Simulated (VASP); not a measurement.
# Ta2SiN2 (P6_3/mmc) in VASP: band structure with PBE

Aim: the band structure of Ta2SiN2 with PBE.

Program: VASP 6.6.1. These are calculated values, not measurements. Logs are shortened: lines on timing, memory, paths and dates and some standing lists are left out, and cuts for length are marked.

### 1 The structure

The structure is hexagonal, space group P6_3/mmc (No. 194). Conventional cell: a = 3.484 Å, b = 3.484 Å, c = 12.779 Å, α = 90.00°, β = 90.00°, γ = 120.00°. Ta (site symmetry 3m) has 4 N at 2.08 to 2.20 Å as nearest neighbours. Si (site symmetry -6m2) is surrounded by 6 Ta at 2.72 Å and 6 N at 3.10 Å. Around N (site symmetry 3m) lie 4 Ta at 2.08 to 2.20 Å.

The cell was built by a generator and needn't be a form met in nature.

### 2 Band structure, PBE

POSCAR reads:

```
Ta2SiN2
1.0
    3.4843910000      0.0000000000      0.0000000000
   -1.7421960000      3.0175710000      0.0000000000
    0.0000000000      0.0000000000     12.7786600000
Ta Si N
4 2 4
Direct
    0.6666670000      0.3333330000      0.1068290000
    0.3333330000      0.6666670000      0.8931710000
    0.3333330000      0.6666670000      0.6068290000
    0.6666670000      0.3333330000      0.3931710000
    0.0000000000      0.0000000000      0.2500000000
    0.0000000000      0.0000000000      0.7500000000
    0.6666670000      0.3333330000      0.9349010000
    0.3333330000      0.6666670000      0.0650990000
    0.3333330000      0.6666670000      0.4349010000
    0.6666670000      0.3333330000      0.5650990000
```

INCAR.step1 reads:

```
SYSTEM = Ta2SiN2
ALGO = Normal
EDIFF = 1E-7
ENCUT = 520
GGA = PE
ISIF = 2
ISMEAR = 0
LASPH = .True.
LCHARG = .True.
LMAXMIX = 4
LREAL = .False.
LWAVE = .False.
NBANDS = 47
NELM = 80
PREC = Accurate
SIGMA = 0.1
```

KPOINTS.step1 reads:

```
k-points
0
Gamma
  10 10 4
  0 0 0
```

INCAR.step2 reads:

```
SYSTEM = Ta2SiN2
ALGO = Normal
EDIFF = 1E-7
ENCUT = 520
GGA = PE
ICHARG = 11
ISIF = 2
ISMEAR = 0
LASPH = .True.
LCHARG = .False.
LMAXMIX = 4
LREAL = .False.
LWAVE = .False.
NBANDS = 47
NELM = 80
PREC = Accurate
SIGMA = 0.05
```

KPOINTS.step2 reads:

```
path GMKGALHA,LM,KH
20
line-mode
reciprocal
 0.0000000000  0.0000000000  0.0000000000  G
 0.5000000000  0.0000000000  0.0000000000  M

 0.5000000000  0.0000000000  0.0000000000  M
 0.3333333333  0.3333333333  0.0000000000  K

 0.3333333333  0.3333333333  0.0000000000  K
 0.0000000000  0.0000000000  0.0000000000  G

 0.0000000000  0.0000000000  0.0000000000  G
 0.0000000000  0.0000000000  0.5000000000  A

 0.0000000000  0.0000000000  0.5000000000  A
 0.5000000000  0.0000000000  0.5000000000  L

 0.5000000000  0.0000000000  0.5000000000  L
 0.3333333333  0.3333333333  0.5000000000  H

 0.3333333333  0.3333333333  0.5000000000  H
 0.0000000000  0.0000000000  0.5000000000  A

 0.5000000000  0.0000000000  0.5000000000  L
 0.5000000000  0.0000000000  0.0000000000  M

 0.3333333333  0.3333333333  0.0000000000  K
 0.3333333333  0.3333333333  0.5000000000  H
```

Potentials or basis: VASP PAW PBE potentials, release 64 (Ta_pv, Si, N).

Launch:

```sh
> cat potpaw_PBE.64/Ta_pv/POTCAR potpaw_PBE.64/Si/POTCAR potpaw_PBE.64/N/POTCAR > POTCAR
> cp INCAR.step1 INCAR
> cp KPOINTS.step1 KPOINTS
> mpirun -np 1 vasp_std > vasp.out
> cp INCAR.step2 INCAR
> cp KPOINTS.step2 KPOINTS
> mpirun -np 1 vasp_std > vasp.out
```

OUTCAR:

```text
SYSTEM = Ta2SiN2
   EDIFF = 1E-7
   ENCUT = 520
   GGA = PE
   ICHARG = 11
   ISIF = 2
   ISMEAR = 0
   LASPH = .True.
   LREAL = .False.
   NELM = 80
   PREC = Accurate

 ion  position               nearest neighbor table
   1  0.667  0.333  0.107-   8 2.08   8 2.08   8 2.08   7 2.20   5 2.72   5 2.72   5 2.72   2 3.39
                             2 3.39   2 3.39
   2  0.333  0.667  0.893-   7 2.08   7 2.08   7 2.08   8 2.20   6 2.72   6 2.72   6 2.72   1 3.39
                             1 3.39   1 3.39
   3  0.333  0.667  0.607-  10 2.08  10 2.08  10 2.08   9 2.20   6 2.72   6 2.72   6 2.72   4 3.39
                             4 3.39   4 3.39
   4  0.667  0.333  0.393-   9 2.08   9 2.08   9 2.08  10 2.20   5 2.72   5 2.72   5 2.72   3 3.39
                             3 3.39   3 3.39
   5  0.000  0.000  0.250-   1 2.72   4 2.72   1 2.72   4 2.72   1 2.72   4 2.72
   6  0.000  0.000  0.750-   2 2.72   3 2.72   2 2.72   3 2.72   2 2.72   3 2.72
   7  0.667  0.333  0.935-   2 2.08   2 2.08   2 2.08   1 2.20
   8  0.333  0.667  0.065-   1 2.08   1 2.08   1 2.08   2 2.20
   9  0.333  0.667  0.435-   4 2.08   4 2.08   4 2.08   3 2.20
  10  0.667  0.333  0.565-   3 2.08   3 2.08   3 2.08   4 2.20

  LATTYP: Found a hexagonal cell.
 ALAT       =     3.4843910000
 C/A-ratio  =     3.6674012761

  Lattice vectors:

 A1 = (   3.4843910000,   0.0000000000,   0.0000000000)
 A2 = (  -1.7421960000,   3.0175710000,   0.0000000000)
 A3 = (   0.0000000000,   0.0000000000,  12.7786600000)

Analysis of symmetry for initial positions (statically):
=====================================================================
 Subroutine PRICEL returns:
 Original cell was already a primitive cell.

 Routine SETGRP: Setting up the symmetry group for a
 hexagonal supercell.

 Subroutine GETGRP returns: Found 24 space group operations
 (whereof 12 operations were pure point group operations)
 out of a pool of 24 trial point group operations.

The static configuration has the point symmetry D_3d.
 The point group associated with its full space group is D_6h.

Analysis of symmetry for dynamics (positions and initial velocities):
=====================================================================
 Subroutine PRICEL returns:
 Original cell was already a primitive cell.

 Routine SETGRP: Setting up the symmetry group for a
 hexagonal supercell.

 Subroutine GETGRP returns: Found 24 space group operations
 (whereof 12 operations were pure point group operations)
 out of a pool of 24 trial point group operations.

The dynamic configuration has the point symmetry D_3d.
 The point group associated with its full space group is D_6h.

 Subroutine INISYM returns: Found 24 space group operations
 (whereof 12 operations are pure point group operations),
 and found     1 'primitive' translations

----------------------------------------------------------------------------------------

                                     Primitive cell

  volume of cell :     134.3599

  direct lattice vectors                    reciprocal lattice vectors
     3.484391000  0.000000000  0.000000000     0.286994198  0.165696232  0.000000000
    -1.742196000  3.017571000  0.000000000     0.000000000  0.331392368  0.000000000
     0.000000000  0.000000000 12.778660000     0.000000000  0.000000000  0.078255467

  length of vectors
     3.484391000  3.484391144 12.778660000     0.331392382  0.331392368  0.078255467

  position of ions in fractional coordinates (direct lattice)
     0.666667000  0.333333000  0.106829000
     0.333333000  0.666667000  0.893171000
     0.333333000  0.666667000  0.606829000
     0.666667000  0.333333000  0.393171000
     0.000000000  0.000000000  0.250000000
     0.000000000  0.000000000  0.750000000
     0.666667000  0.333333000  0.934901000
     0.333333000  0.666667000  0.065099000
     0.333333000  0.666667000  0.434901000
     0.666667000  0.333333000  0.565099000

  ion indices of the primitive-cell ions
   primitive index   ion index
                 1           1
                 2           2
                 3           3
                 4           4
                 5           5
                 6           6
                 7           7
                 8           8
                 9           9
                10          10

----------------------------------------------------------------------------------------

 KPOINTS: path GMKGALHA,LM,KH

Interpolating k-points between supplied coordinates.

 Line segments in fractional coordinates (reciprocal lattice):
    0.000000  0.000000  0.000000  ...  0.500000  0.000000  0.000000
    0.500000  0.000000  0.000000  ...  0.333333  0.333333  0.000000
    0.333333  0.333333  0.000000  ...  0.000000  0.000000  0.000000
    0.000000  0.000000  0.000000  ...  0.000000  0.000000  0.500000
    0.000000  0.000000  0.500000  ...  0.500000  0.000000  0.500000
    0.500000  0.000000  0.500000  ...  0.333333  0.333333  0.500000
    0.333333  0.333333  0.500000  ...  0.000000  0.000000  0.500000
    0.500000  0.000000  0.500000  ...  0.500000  0.000000  0.000000
    0.333333  0.333333  0.000000  ...  0.333333  0.333333  0.500000

 Generated    20 points on each line segment, for a total of    180 k-points:

 Following reciprocal coordinates:
            Coordinates               Weight
  0.000000  0.000000  0.000000      0.005556
  0.026316  0.000000  0.000000      0.005556
  0.052632  0.000000  0.000000      0.005556
  0.078947  0.000000  0.000000      0.005556
  0.105263  0.000000  0.000000      0.005556
  0.131579  0.000000  0.000000      0.005556
[... 16 lines left out ...]
  0.482456  0.035088  0.000000      0.005556
  0.473684  0.052632  0.000000      0.005556
 [... further k-points ...]
   k-points           NKPTS =    180   k-points in BZ     NKDIM =    180   number of bands    NBANDS=     47
   number of dos      NEDOS =    301   number of ions     NIONS =     10
   total plane-waves  NPLWV =  75264
   dimension x,y,z NGX =    28 NGY =   28 NGZ =   96
   dimension x,y,z NGXF=    56 NGYF=   56 NGZF=  192
   ions per type =               4   2   4
   NGX,Y,Z   is equivalent  to a cutoff of  13.36, 13.36, 12.49 a.u.
   NGXF,Y,Z  is equivalent  to a cutoff of  26.72, 26.72, 24.98 a.u.
 SYSTEM =  Ta2SiN2
   PREC   = accura    normal or accurate (medium, high low for compatibility)
   ISTART =      0    job   : 0-new  1-cont  2-samecut
   ICHARG =     11    charge: 1-file 2-atom 10-const
   ISPIN  =      1    spin polarized calculation?
   LNONCOLLINEAR =      F non collinear calculations
   LSORBIT =      F    spin-orbit coupling
   LASPH  =      T    aspherical Exc in radial PAW
   ENCUT  =  520.0 eV  38.22 Ry    6.18 a.u.   6.48  6.48 23.76*2*pi/ulx,y,z
   NELM   =     80;   NELMIN=  2; NELMDL=  0     # of ELM steps
   EDIFF  = 0.1E-06   stopping-criterion for ELM
   LREAL  =      F    real-space projection
   EDIFFG = 0.1E-05   stopping-criterion for IOM
   NSW    =      0    number of steps for IOM
   IBRION =     -1    ionic relax: 0-MD 1-quasi-New 2-CG
   NFREE  =      0    steps in history (QN), initial steepest desc. (CG)
   ISIF   =      2    stress and relaxation
   ISYM   =      2    0-nonsym 1-usesym 2-fastsym
   POTIM  = 0.5000    time-step for ionic-motion
   TEBEG  =    0.0;   TEEND  =   0.0 temperature during run
   PSTRESS=    0.0 pullay stress
   NELECT =      72.0000    total number of electrons
   NUPDOWN=      -1.0000    fix difference up-down
   EMIN   =  10.00;   EMAX   =-10.00  energy-range for DOS
   EFERMI =   0.00;   METHOD = LEGACY
   ISMEAR =     0;   SIGMA  =   0.05  broadening in eV -4-tet -1-fermi 0-gaus
   EFERMI_NEDOS =   21; number of points for ismear=-14 and -15
   IALGO  =     38    algorithm
   IMIX   =      4    mixing-type and parameters
     AMIX     =   0.40;   BMIX     =  1.00
     AMIX_MAG =   1.60;   BMIX_MAG =  1.00
  volume/ion in A,a.u.               =      13.44        90.67
  Fermi-wavevector in a.u.,A,eV,Ry     =   1.329727  2.512819 24.057460  1.768173
  Thomas-Fermi vector in A             =   2.458867
   LORBIT       =      0    0 simple, 1 ext, 2 COOP (PROOUT), +10 PAW based schemes
   GGA     = PE    functional components
   LHFCALC =     F    Hartree Fock is set to
   AEXX    =    0.0000 exact exchange contribution
   IVDW    =     0    specifies the selected vdW correction
   LEPSILON=     F    determine dielectric tensor
   LRPA    =     F    only Hartree local field effects (RPA)
 non-spin polarized calculation
 Gauss-broadening in eV      SIGMA  =   0.05
  energy-cutoff  :      520.00
  volume of cell :      134.36
 maximum number of plane-waves:      3672
 NGX is ok and might be reduce to    28

 number of electron      72.0000011 magnetization

 Free energy of the ion-electron system (eV)
  ---------------------------------------------------
  ext. energy  EPLUGINS =         0.00000000
  ---------------------------------------------------
  free energy    TOTEN  =       -97.05270592 eV

  energy without entropy =      -97.04038712  energy(sigma->0) =      -97.04654652

 E-fermi :   7.1371     XC(G=0): -11.8554

 val. band max:        7.1340249118   @ k =   0.3333   0.3333   0.0000
 cond. band min:       7.1372476913   @ k =   0.0000   0.0000   0.4737
 fundamental gap:      0.0032227796
 Fermi energy:         7.1371257008

 k-point     1 :       0.0000    0.0000    0.0000
  band No.  band energies     occupation
      1     -28.6308      2.00000
      2     -28.5956      2.00000
      3     -28.5337      2.00000
      4     -28.5337      2.00000
      5     -28.5310      2.00000
      6     -28.5310      2.00000
[... 39 lines left out ...]
     46      10.2559      0.00000
     47      10.2703      0.00000

 k-point     2 :       0.0263    0.0000    0.0000
  band No.  band energies     occupation
      1     -28.6306      2.00000
      2     -28.5957      2.00000
      3     -28.5355      2.00000
      4     -28.5341      2.00000
      5     -28.5327      2.00000
      6     -28.5314      2.00000
[... 39 lines left out ...]
     46      10.2564      0.00000
     47      10.2847      0.00000

 k-point     3 :       0.0526    0.0000    0.0000
  band No.  band energies     occupation
      1     -28.6302      2.00000
      2     -28.5958      2.00000
      3     -28.5408      2.00000
      4     -28.5378      2.00000
      5     -28.5354      2.00000
      6     -28.5327      2.00000
[... 39 lines left out ...]
     46      10.2641      0.00000
     47      10.3569      0.00000

 k-point     4 :       0.0789    0.0000    0.0000
  band No.  band energies     occupation
      1     -28.6297      2.00000
      2     -28.5964      2.00000
      3     -28.5494      2.00000
      4     -28.5461      2.00000
      5     -28.5375      2.00000
      6     -28.5348      2.00000
[... 939 lines left out ...]
     46       9.9033      0.00000
     47      10.1702      0.00000

 k-point    23 :       0.4825    0.0351    0.0000
  band No.  band energies     occupation
      1     -28.7790      2.00000
      2     -28.7736      2.00000
      3     -28.7613      2.00000
      4     -28.7546      2.00000
      5     -28.5971      2.00000
      6     -28.5942      2.00000
[... 39 lines left out ...]
     46       9.9427      0.00000
     47      10.1746      0.00000

 k-point    24 :       0.4737    0.0526    0.0000
  band No.  band energies     occupation
      1     -28.7779      2.00000
      2     -28.7726      2.00000
      3     -28.7604      2.00000
      4     -28.7537      2.00000
      5     -28.5994      2.00000
      6     -28.5964      2.00000
[... 39 lines left out ...]
     46      10.0028      0.00000
     47      10.1851      0.00000

 [... further k-points ...]
[... 5 lines left out ...]
  --------------------------------------------------------------------------------------
  -------------------------------------------------------------------------------------
  Total        1.6939068      1.6939066     14.8549253     -0.0000003      0.0000000      0.0000000
  in kB       20.1990243     20.1990226    177.1378456     -0.0000033      0.0000000      0.0000000
  external PRESSURE =      72.5119642 kB  Pullay stress =       0.0000000 kB

 VOLUME and BASIS-vectors are now :
 -----------------------------------------------------------------------------
  energy-cutoff  :      520.00
  volume of cell :      134.36
      direct lattice vectors                 reciprocal lattice vectors
     3.484391000  0.000000000  0.000000000     0.286994198  0.165696232  0.000000000
    -1.742196000  3.017571000  0.000000000     0.000000000  0.331392368  0.000000000
     0.000000000  0.000000000 12.778660000     0.000000000  0.000000000  0.078255467

 POSITION                                       TOTAL-FORCE (eV/Angst)
 -----------------------------------------------------------------------------------
      1.74220      1.00586      1.36513        -0.000000      0.000000     -1.213474
     -0.00000      2.01172     11.41353         0.000000     -0.000000      1.213474
     -0.00000      2.01172      7.75446        -0.000000     -0.000000     -1.213474
      1.74220      1.00586      5.02420        -0.000000      0.000000      1.213474
      0.00000      0.00000      3.19467         0.000000     -0.000000      0.000000
      0.00000      0.00000      9.58399         0.000000      0.000000     -0.000000
      1.74220      1.00586     11.94678         0.000000      0.000000     -0.786060
     -0.00000      2.01172      0.83188        -0.000000     -0.000000      0.786060
     -0.00000      2.01172      5.55745         0.000000     -0.000000     -0.786060
      1.74220      1.00586      7.22121        -0.000000      0.000000      0.786060
 -----------------------------------------------------------------------------------
    total drift:                                0.000000      0.000000      0.000000

  FREE ENERGIE OF THE ION-ELECTRON SYSTEM (eV)
  ---------------------------------------------------
  free  energy   TOTEN  =       -97.0527059219 eV

  energy  without entropy=      -97.0403871201  energy(sigma->0) =      -97.04654652
```

It took 15 min on 1 thread of Intel Xeon Platinum 8488C (Sapphire Rapids), shared host; peak memory 0.88 GiB.

What came out:

```yaml
Band_gap_along_the_path: none (metal or under the smearing width)
```

Levels at the corners of the path, in eV from the Fermi level:
```
point  band 32  band 33  band 34  band 35  band 36  band 37  band 38  band 39  band 40  band 41
    Γ     0.01     0.01     0.16     0.16     0.38     0.59     0.59     1.15     1.16     1.29
    M    -2.22    -2.02    -1.71    -1.10    -0.89     0.54     1.05     1.06     1.06     1.23
    M    -2.22    -2.02    -1.71    -1.10    -0.89     0.54     1.05     1.06     1.06     1.23
    K    -3.39    -3.05    -2.82    -1.61    -1.61    -0.55     0.08     0.49     0.80     0.80
    K    -3.39    -3.05    -2.82    -1.61    -1.61    -0.55     0.08     0.49     0.80     0.80
    Γ     0.01     0.01     0.16     0.16     0.38     0.59     0.59     1.15     1.16     1.29
    Γ     0.01     0.01     0.16     0.16     0.38     0.59     0.59     1.15     1.16     1.29
    A    -0.31     0.09     0.09     0.09     0.09     0.83     0.83     0.83     0.83     1.19
    A    -0.31     0.09     0.09     0.09     0.09     0.83     0.83     0.83     0.83     1.19
    L    -3.04    -1.84    -1.84    -1.00    -1.00     0.67     0.67     1.13     1.13     1.48
    L    -3.04    -1.84    -1.84    -1.00    -1.00     0.67     0.67     1.13     1.13     1.48
    H    -3.08    -2.94    -2.94    -2.09    -2.09    -0.30    -0.30     0.82     0.82     1.22
    H    -3.08    -2.94    -2.94    -2.09    -2.09    -0.30    -0.30     0.82     0.82     1.22
    A    -0.31     0.09     0.09     0.09     0.09     0.83     0.83     0.83     0.83     1.19
    L    -3.04    -1.84    -1.84    -1.00    -1.00     0.67     0.67     1.13     1.13     1.48
    M    -2.22    -2.02    -1.71    -1.10    -0.89     0.54     1.05     1.06     1.06     1.23
    K    -3.39    -3.05    -2.82    -1.61    -1.61    -0.55     0.08     0.49     0.80     0.80
    H    -3.08    -2.94    -2.94    -2.09    -2.09    -0.30    -0.30     0.82     0.82     1.22
```

Caveat: the log is that of the step along the path at fixed density, whose energy, stress, charges and moments have no meaning; spin-orbit coupling is left out, which moves the levels of the heavy elements.
